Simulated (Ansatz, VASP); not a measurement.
# SiO2 (SiO2 (P3_221)): VASP beside Ansatz, part 2 of 2

One calculation is typed for both programs; each brings its own data sets. How far apart do they land? Of the first pair: The structure shown is the end of the Ansatz relaxation below.

VASP 6.6.1 and Ansatz 0.2.0.

So far: The starting structure; Ansatz: relaxation, PBE.

### 3. VASP: single point, PBE, pair 1

Level of this step: PBE; plane waves and PAW (Si, O) (VASP).

The same cell, functional and mesh now go to VASP, with its own data sets.

Lines of VASP's logs that name or quote its potential files are left out, and so is its time.

Input file INCAR:

```
SYSTEM = SiO2
PREC = Accurate
ENCUT = 520
EDIFF = 1E-06
NELM = 120
ISMEAR = 0
SIGMA = 0.01
LREAL = Auto
ALGO = Normal
GGA = PE
NBANDS = 184
LORBIT = 11
LWAVE = .FALSE.
LCHARG = .FALSE.
ISIF = 2
LASPH = .TRUE.
GGA_COMPAT = .FALSE.
EFERMI = MIDGAP
KPAR = 4
```

Input file POSCAR:

```
SiO2
1.0
    7.5277136481      4.3461275011      0.0000000000
   -7.5277136481      4.3461275011      0.0000000000
    0.0000000000      0.0000000000     11.0190260800
Si O
18 36
Direct
    0.1588100000      0.3176166667      0.1666683333
    0.4921433333      0.9842833333      0.1666683333
    0.8254766667      0.6509500000      0.1666683333
    0.0157166667      0.5078566667      0.0000016667
    0.3490500000      0.1745233333      0.0000016667
    0.6823833333      0.8411900000      0.0000016667
    0.1588100000      0.8411900000      0.3333350000
    0.4921433333      0.5078566667      0.3333350000
    0.8254766667      0.1745233333      0.3333350000
    0.1588100000      0.3176166667      0.6666683333
    0.4921433333      0.9842833333      0.6666683333
    0.8254766667      0.6509500000      0.6666683333
    0.0157166667      0.5078566667      0.5000016667
    0.3490500000      0.1745233333      0.5000016667
    0.6823833333      0.8411900000      0.5000016667
    0.1588100000      0.8411900000      0.8333350000
    0.4921433333      0.5078566667      0.8333350000
    0.8254766667      0.1745233333      0.8333350000
    0.3007855556      0.4431877778      0.2694916667
    0.6341188889      0.1098544444      0.2694916667
    0.9674522222      0.7765211111      0.2694916667
    0.1424055556      0.6992144444      0.4361583333
    0.4757388889      0.3658811111      0.4361583333
    0.8090722222      0.0325477778      0.4361583333
    0.2234788889      0.1909277778      0.1028250000
    0.5568122222      0.8575944444      0.1028250000
    0.8901455556      0.5242611111      0.1028250000
    0.2234788889      0.0325477778      0.3971783333
    0.5568122222      0.6992144444      0.3971783333
    0.8901455556      0.3658811111      0.3971783333
    0.1424055556      0.4431877778      0.0638450000
    0.4757388889      0.1098544444      0.0638450000
    0.8090722222      0.7765211111      0.0638450000
    0.3007855556      0.8575944444      0.2305116667
    0.6341188889      0.5242611111      0.2305116667
    0.9674522222      0.1909277778      0.2305116667
    0.3007855556      0.4431877778      0.7694916667
    0.6341188889      0.1098544444      0.7694916667
    0.9674522222      0.7765211111      0.7694916667
    0.1424055556      0.6992144444      0.9361583333
    0.4757388889      0.3658811111      0.9361583333
    0.8090722222      0.0325477778      0.9361583333
    0.2234788889      0.1909277778      0.6028250000
    0.5568122222      0.8575944444      0.6028250000
    0.8901455556      0.5242611111      0.6028250000
    0.2234788889      0.0325477778      0.8971783333
    0.5568122222      0.6992144444      0.8971783333
    0.8901455556      0.3658811111      0.8971783333
    0.1424055556      0.4431877778      0.5638450000
    0.4757388889      0.1098544444      0.5638450000
    0.8090722222      0.7765211111      0.5638450000
    0.3007855556      0.8575944444      0.7305116667
    0.6341188889      0.5242611111      0.7305116667
    0.9674522222      0.1909277778      0.7305116667
```

Input file KPOINTS:

```
Automatic mesh
0
Gamma
2 2 2
0 0 0
```

The projector-augmented-wave data sets are Si and O (PBE family, release 64).

Run with:

```bash
> mpirun -np 8 vasp_std
```

Numbers of over 12 decimals in the logs are rounded to 6 here.

Log:

```text
[banner, memory and clock lines left out]
running    8 mpi-ranks, on    1 nodes
[...]
|                                                                             |
|           W    W    AA    RRRRR   N    N  II  N    N   GGGG   !!!           |
|           W    W   A  A   R    R  NN   N  II  NN   N  G    G  !!!           |
|           W    W  A    A  R    R  N N  N  II  N N  N  G       !!!           |
|           W WW W  AAAAAA  RRRRR   N  N N  II  N  N N  G  GGG   !            |
|           WW  WW  A    A  R   R   N   NN  II  N   NN  G    G                |
|           W    W  A    A  R    R  N    N  II  N    N   GGGG   !!!           |
|                                                                             |
|     For optimal performance we recommend to set                             |
|       NCORE = 2 up to number-of-cores-per-socket                            |
|     NCORE specifies how many cores store one orbital (NPAR=cpu/NCORE).      |
|     This setting can greatly improve the performance of VASP for DFT.       |
|     The default, NCORE=1 might be grossly inefficient on modern             |
|     multi-core architectures or massively parallel machines. Do your        |
|     Unfortunately you need to use the default for GW and RPA                |
|     calculations (for HF NCORE is supported but not extensively tested      |
|     yet).                                                                   |
|                                                                             |

 LDA part: xc-table for (Slater+PW92), standard interpolation
 POSCAR, INCAR and KPOINTS ok, starting setup
[...]
entering main loop
       N       E                     dE             d eps       ncg     rms          rms(c)
DAV:   1     0.188996386108E+04    0.18900E+04   -0.15026E+05  1488   0.144E+03
DAV:   2    -0.323637659573E+03   -0.22136E+04   -0.21604E+04  1768   0.338E+02
DAV:   3    -0.480795612457E+03   -0.15716E+03   -0.15636E+03  1760   0.954E+01
DAV:   4    -0.483402519977E+03   -0.26069E+01   -0.25979E+01  1792   0.130E+01
[...]
DAV:  13    -0.426894604775E+03   -0.18844E-04   -0.74374E-05  1704   0.197E-02    0.881E-03
DAV:  14    -0.426894611485E+03   -0.67098E-05   -0.56799E-06  1504   0.588E-03    0.211E-03
DAV:  15    -0.426894611407E+03    0.77860E-07   -0.24009E-07  1216   0.142E-03
   1 F= -.42689461E+03 E0= -.42689461E+03  d E =0.000000E+00
```

From OUTCAR (step 3):

```text
  Total        0.5739344      0.5739344      0.6334442      0.0000000      0.0000000      0.0000000
  in kB        1.2753637      1.2753637      1.4076030      0.0000000      0.0000000      0.0000000
  external PRESSURE =       1.3194434 kB  Pullay stress =       0.0000000 kB

 POSITION                                       TOTAL-FORCE (eV/Angst)
 -----------------------------------------------------------------------------------
     -1.19545      2.07061      1.83652         0.007728     -0.013385      0.000000
     -3.70469      6.41674      1.83652         0.007728     -0.013385      0.000000
      1.31379      6.41674      1.83652         0.007728     -0.013385      0.000000
     -3.70469      2.27552      0.00002         0.007728      0.013385      0.000000
      1.31379      2.27552      0.00002         0.007728      0.013385      0.000000
     -1.19545      6.62164      0.00002         0.007728      0.013385      0.000000
     -5.13676      4.34613      3.67303        -0.015456      0.000000      0.000000
     -0.11829      4.34613      3.67303        -0.015456      0.000000      0.000000
      4.90019      4.34613      3.67303        -0.015456      0.000000      0.000000
     -1.19545      2.07061      7.34604         0.007728     -0.013385      0.000000
     -3.70469      6.41674      7.34604         0.007728     -0.013385      0.000000
      1.31379      6.41674      7.34604         0.007728     -0.013385      0.000000
     -3.70469      2.27552      5.50953         0.007728      0.013385      0.000000
      1.31379      2.27552      5.50953         0.007728      0.013385      0.000000
[...]
-----------------------------------------------------------------------------------
    total drift:                               -0.300305     -0.066221     -0.273621

  FREE ENERGIE OF THE ION-ELECTRON SYSTEM (eV)
  ---------------------------------------------------
  free  energy   TOTEN  =      -426.8946114068 eV

  energy  without entropy=     -426.8946114068  energy(sigma->0) =     -426.89461141

[... 3 further parts left out ...]
[key lines of the parts left out:]
E-fermi :   3.4810
```

The run ends at a pressure of 0.13 GPa, with forces up to 0.015 eV/Å.

### 4. Side by side

Known differences besides the potentials themselves: fixed occupations in Ansatz, narrow Gaussian smearing in VASP; the cutoff is 420 eV in Ansatz and 520 eV in VASP (PREC = Accurate, projectors in real space). Total energies have different zeros and are not compared.

Both answers:

| quantity | Ansatz | VASP | difference |
| --- | --- | --- | --- |
| gap on the k mesh (eV) | 5.684 | 5.684 | +0.001 |

A gap on the mesh is an upper bound, since the band edges may lie between its points.

### 5. VASP: single point, PBE, pair 2

With cell and atoms fixed, the geometry can't cause a difference; cores, projectors, grids and the points listed under the comparison can.

INCAR, as its differences from that of step 3:

```diff
@@ -5,3 +5,3 @@
 NELM = 120
-ISMEAR = 0
+ISMEAR = -1
 SIGMA = 0.01
```

POSCAR, as its differences from that of step 3:

```diff
@@ -2,4 +2,4 @@
 1.0
-    7.5277136481      4.3461275011      0.0000000000
-   -7.5277136481      4.3461275011      0.0000000000
+    7.5277136500      4.3461275000      0.0000000000
+   -7.5277136500      4.3461275000      0.0000000000
     0.0000000000      0.0000000000     11.0190260800
```

KPOINTS is that of step 3.

Run with:

```bash
> mpirun -np 8 vasp_std
```

Log:

```text
[banner, memory and clock lines left out]
running    8 mpi-ranks, on    1 nodes
[...]
[... a notice as in an earlier step ...]

 LDA part: xc-table for (Slater+PW92), standard interpolation
 POSCAR, INCAR and KPOINTS ok, starting setup
[...]
entering main loop
       N       E                     dE             d eps       ncg     rms          rms(c)
DAV:   1     0.188996101538E+04    0.18900E+04   -0.15026E+05  1488   0.144E+03
[... 2 cycles as in an earlier step ...]
DAV:   4    -0.483402519976E+03   -0.26069E+01   -0.25979E+01  1792   0.130E+01
DAV:   5    -0.483461379404E+03   -0.58859E-01   -0.58792E-01  1768   0.183E+00    0.608E+01
DAV:   6    -0.426596426126E+03    0.56865E+02   -0.24370E+02  1664   0.347E+01    0.282E+01
[... 2 cycles as in an earlier step ...]
DAV:   9    -0.426884597762E+03   -0.76267E-01   -0.15033E-01  1680   0.126E+00    0.751E-01
DAV:  10    -0.426894773141E+03   -0.10175E-01   -0.23508E-02  1712   0.352E-01    0.262E-01
DAV:  11    -0.426894512316E+03    0.26082E-03   -0.56641E-03  1768   0.189E-01    0.254E-02
DAV:  12    -0.426894585930E+03   -0.73614E-04   -0.18805E-04  1888   0.309E-02    0.377E-02
DAV:  13    -0.426894604775E+03   -0.18845E-04   -0.74374E-05  1704   0.197E-02    0.881E-03
DAV:  14    -0.426894611484E+03   -0.67090E-05   -0.56800E-06  1504   0.588E-03    0.211E-03
DAV:  15    -0.426894611406E+03    0.77962E-07   -0.24025E-07  1216   0.142E-03
   1 F= -.42689461E+03 E0= -.42689461E+03  d E =0.000000E+00
```

Parts of OUTCAR (step 5):

```text
  Total        0.5739343      0.5739343      0.6334442      0.0000000      0.0000000      0.0000000
  in kB        1.2753637      1.2753637      1.4076030      0.0000000      0.0000000      0.0000000
  external PRESSURE =       1.3194434 kB  Pullay stress =       0.0000000 kB

 POSITION                                       TOTAL-FORCE (eV/Angst)
 -----------------------------------------------------------------------------------
     -1.19545      2.07061      1.83652         0.007728     -0.013385     -0.000000
     -3.70469      6.41674      1.83652         0.007728     -0.013385     -0.000000
      1.31379      6.41674      1.83652         0.007728     -0.013385     -0.000000
     -3.70469      2.27552      0.00002         0.007728      0.013385     -0.000000
      1.31379      2.27552      0.00002         0.007728      0.013385     -0.000000
     -1.19545      6.62164      0.00002         0.007728      0.013385     -0.000000
     -5.13676      4.34613      3.67303        -0.015456      0.000000     -0.000000
     -0.11829      4.34613      3.67303        -0.015456      0.000000     -0.000000
      4.90019      4.34613      3.67303        -0.015456      0.000000     -0.000000
     -1.19545      2.07061      7.34604         0.007728     -0.013385     -0.000000
     -3.70469      6.41674      7.34604         0.007728     -0.013385     -0.000000
      1.31379      6.41674      7.34604         0.007728     -0.013385     -0.000000
     -3.70469      2.27552      5.50953         0.007728      0.013385     -0.000000
      1.31379      2.27552      5.50953         0.007728      0.013385     -0.000000
[...]
-----------------------------------------------------------------------------------
    total drift:                               -0.300306     -0.066221     -0.273621

  FREE ENERGIE OF THE ION-ELECTRON SYSTEM (eV)
  ---------------------------------------------------
  free  energy   TOTEN  =      -426.8946114057 eV

  energy  without entropy=     -426.8946114057  energy(sigma->0) =     -426.89461141

[... 1 part as in an earlier step ...]

[... 2 further parts left out ...]
[key lines of the parts left out:]
E-fermi :   3.4810
```

The run ends at a pressure of 0.13 GPa, with forces up to 0.015 eV/Å.

### 6. Ansatz: single point, PBE, pair 2

The same cell, functional, mesh and smearing now go to Ansatz.

The cell is taken from a series of runs on this material, whose earlier steps may have relaxed, scaled, displaced or heated it; both programs get it as it stands.

Input file input.yaml:

```yaml
crystal:
  lattice:
    - [7.52771365, 4.3461275, 0.0]
    - [-7.52771365, 4.3461275, 0.0]
    - [0.0, 0.0, 11.01902608]
  atoms:
    - { symbol: Si, position: [0.158808, 0.317617, 0.1666665] }
    - { symbol: Si, position: [0.492142, 0.984283, 0.1666665] }
    - { symbol: Si, position: [0.825475, 0.65095, 0.1666665] }
    - { symbol: Si, position: [0.015717, 0.507858, 0.0] }
    - { symbol: Si, position: [0.34905, 0.174525, 0.0] }
    - { symbol: Si, position: [0.682383, 0.841192, 0.0] }
    - { symbol: Si, position: [0.158808, 0.841192, 0.3333335] }
    - { symbol: Si, position: [0.492142, 0.507858, 0.3333335] }
    - { symbol: Si, position: [0.825475, 0.174525, 0.3333335] }
    - { symbol: O, position: [0.300784, 0.443189, 0.269489] }
    - { symbol: O, position: [0.634117, 0.109855, 0.269489] }
    - { symbol: O, position: [0.967451, 0.776522, 0.269489] }
    - { symbol: O, position: [0.142405, 0.699216, 0.4361555] }
    - { symbol: O, position: [0.475738, 0.365883, 0.4361555] }
    - { symbol: O, position: [0.809071, 0.032549, 0.4361555] }
    - { symbol: O, position: [0.223478, 0.190929, 0.1028225] }
    - { symbol: O, position: [0.556811, 0.857595, 0.1028225] }
    - { symbol: O, position: [0.890145, 0.524262, 0.1028225] }
    - { symbol: O, position: [0.223478, 0.032549, 0.3971775] }
    - { symbol: O, position: [0.556811, 0.699216, 0.3971775] }
    - { symbol: O, position: [0.890145, 0.365883, 0.3971775] }
    - { symbol: O, position: [0.142405, 0.443189, 0.0638445] }
    - { symbol: O, position: [0.475738, 0.109855, 0.0638445] }
    - { symbol: O, position: [0.809071, 0.776522, 0.0638445] }
    - { symbol: O, position: [0.300784, 0.857595, 0.230511] }
    - { symbol: O, position: [0.634117, 0.524262, 0.230511] }
    - { symbol: O, position: [0.967451, 0.190929, 0.230511] }
    - { symbol: Si, position: [0.158808, 0.317617, 0.6666665] }
    - { symbol: Si, position: [0.492142, 0.984283, 0.6666665] }
    - { symbol: Si, position: [0.825475, 0.65095, 0.6666665] }
    - { symbol: Si, position: [0.015717, 0.507858, 0.5] }
    - { symbol: Si, position: [0.34905, 0.174525, 0.5] }
    - { symbol: Si, position: [0.682383, 0.841192, 0.5] }
    - { symbol: Si, position: [0.158808, 0.841192, 0.8333335] }
    - { symbol: Si, position: [0.492142, 0.507858, 0.8333335] }
    - { symbol: Si, position: [0.825475, 0.174525, 0.8333335] }
    - { symbol: O, position: [0.300784, 0.443189, 0.769489] }
    - { symbol: O, position: [0.634117, 0.109855, 0.769489] }
    - { symbol: O, position: [0.967451, 0.776522, 0.769489] }
    - { symbol: O, position: [0.142405, 0.699216, 0.9361555] }
    - { symbol: O, position: [0.475738, 0.365883, 0.9361555] }
    - { symbol: O, position: [0.809071, 0.032549, 0.9361555] }
    - { symbol: O, position: [0.223478, 0.190929, 0.6028225] }
    - { symbol: O, position: [0.556811, 0.857595, 0.6028225] }
    - { symbol: O, position: [0.890145, 0.524262, 0.6028225] }
    - { symbol: O, position: [0.223478, 0.032549, 0.8971775] }
    - { symbol: O, position: [0.556811, 0.699216, 0.8971775] }
    - { symbol: O, position: [0.890145, 0.365883, 0.8971775] }
    - { symbol: O, position: [0.142405, 0.443189, 0.5638445] }
    - { symbol: O, position: [0.475738, 0.109855, 0.5638445] }
    - { symbol: O, position: [0.809071, 0.776522, 0.5638445] }
    - { symbol: O, position: [0.300784, 0.857595, 0.730511] }
    - { symbol: O, position: [0.634117, 0.524262, 0.730511] }
    - { symbol: O, position: [0.967451, 0.190929, 0.730511] }
basis:
  ecutwfc: 420.0
  ecutrho_ratio: 4
  xc_grid: 2
  fft_grid_basis: typed
  precision: f64
kpoints:
  mp_grid: { grid: [2, 2, 2] }
  band_path: { path: [VBM, CBM], npoints: 1 }
hamiltonian:
  pseudopotentials: { kind: paw }
scf:
  max_iter: 60
  self_checks: high
  occupations: { method: fermi_dirac, width: 0.01 }
output:
  forces: true
checkpoint:
  write: "../host.ideal.run"
  compress: false
  write_wavefunctions: true
  write_every: 100000
```

Run with:

```bash
> ansatz run input.yaml --threads 32 --pin off --max-ram 131891MiB --backend cuda --events-out ev --progress --plain --runs-dir out
```

Log:

```text
[...]
GPU FFT provider: cuFFT
GPU libraries: cuBLAS 13.8.1, cuFFT 12.4.0, cuSOLVER 12.3.2
Crystal: 54 atoms, lattice volume = 721.006 Å³
Basis set: ecut = 420 eV, 14155 PW (Γ), exchange–correlation on 120×120×150 points (8 copies of the dense FFT grid, shifted against one another)
Bands: 198, of which v1, the nominal top of the filled ones, is band 144 counted from 1 (143 counted from 0)
Symmetry: 36 space group operations
[...]
--- Forces (eV/Å), atoms counted from 1 ---
  atom   1  Si     0.00222594    -0.00385545     0.00000000
  atom   2  Si     0.00222594    -0.00385545     0.00000000
  atom   3  Si     0.00222594    -0.00385545    -0.00000000
  atom   4  Si     0.00222594     0.00385545     0.00000000
  atom   5  Si     0.00222594     0.00385545     0.00000000
  atom   6  Si     0.00222594     0.00385545    -0.00000000
  [... 48 more lines of this table ...]
  max |Σ_I F_I| component: 7.81e-18 eV/Å
--- Band table (eV) ---
[...]
[key lines of the parts left out:]
SCF converged after 6 iterations
Free energy (F): -31933.332791 eV
Fermi energy:    4.846577 eV
```

### 7. Side by side

The two programs side by side:

| quantity | Ansatz | VASP | difference |
| --- | --- | --- | --- |
| gap on the k mesh (eV) | 5.684 | 5.684 | +0.001 |

At this near-relaxed geometry the largest component of a force difference is 11 meV/Å. A gap on the mesh is an upper bound, since the band edges may lie between its points.

### 8. Summary of results

```yaml
difference_in_gap_on_the_k_mesh_single_point_pbe_pair_1: 8.6e-4 eV
difference_in_gap_on_the_k_mesh_single_point_pbe_pair_2: 8.3e-4 eV
```

In words: The difference in gap on the k mesh is 8.6e-4 eV (single point, PBE, pair 1), within the 0.08 eV picked in this series as the mark of a large difference. Such differences can come from data sets, numerical settings and the points named under the comparisons, not from the functional's error against experiment.

[Lines on the potential files, build, host, timing and source positions are cut from VASP's logs without a mark.]

[Logs are printed without paths, hosts, clocks, repeated set-up lines and the standing remarks that a program may print on its own settings, such as how far it seeks lower states.]

[Hosts, paths, dates, database ids (printed as entryN), source tags and the programs' standing remarks are cut or masked in the printed files.]
